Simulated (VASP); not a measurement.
Crystal: Be2B3.

```
Be B
1.0
     3.42781    0.00000    0.00000
    -1.71391    2.96857    0.00000
     0.00000    0.00000    4.47918
Be B
2 3
Direct
  0.00000 0.00000 0.23570
  0.00000 0.00000 0.76430
  0.50000 0.00000 0.50000
  0.00000 0.50000 0.50000
  0.50000 0.50000 0.50000
```

The cell was built by a generator and needn't be a form met in nature.

The cell isn't the ideal one: random cell by space group and Wyckoff sites (P6/mmm, No. 191).

| Property | Result |
| --- | --- |
| Program | VASP 6.6.1 |
| Task | relaxation of cell and atoms |
| Functional | PBE |
| Potentials or basis | VASP PAW PBE potentials, release 64 (Be, B) |
| Cutoff | 600 eV |
| k mesh | 12 × 12 × 8 |
| Occupations | gaussian, width 0.1 eV |
| Spin | no spin polarisation |

At the start: pressure -0.5 GPa; volume 9.12 Å³/atom.

Question: How do energy, volume and symmetry change on relaxing?

Answer: Over 6 steps the energy falls by 3.1 meV/atom and the volume is 9.21 Å³/atom (+1.0 %); space group P6/mmm (No. 191, to 0.05 Å).

Step by step:
| step | energy change (eV) | largest force (eV/Å) | pressure (GPa) | volume (Å³) |
| --- | --- | --- | --- | --- |
| 1 | 0.0000 | 0.2634 | -0.46 | 45.58 |
| 2 | -0.0109 | 0.0813 | 0.93 | 45.40 |
| 3 | -0.0117 | 0.0142 | 1.44 | 45.34 |
| 4 | -0.0148 | 0.0589 | 0.12 | 45.86 |
| 5 | -0.0148 | 0.0717 | -0.12 | 45.95 |
| 6 | -0.0153 | 0.0086 | -0.04 | 46.03 |

Final structure:
```xyz
5
Lattice="3.4090 0.0000 0.0000 -1.7045 2.9523 0.0000 0.0000 0.0000 4.5730" Properties=species:S:1:pos:R:3 pbc="T T T"
Be    0.0000    0.0000    1.0575
Be    0.0000    0.0000    3.5155
B     1.7045    0.0000    2.2865
B    -0.8523    1.4761    2.2865
B     0.8523    1.4761    2.2865
```
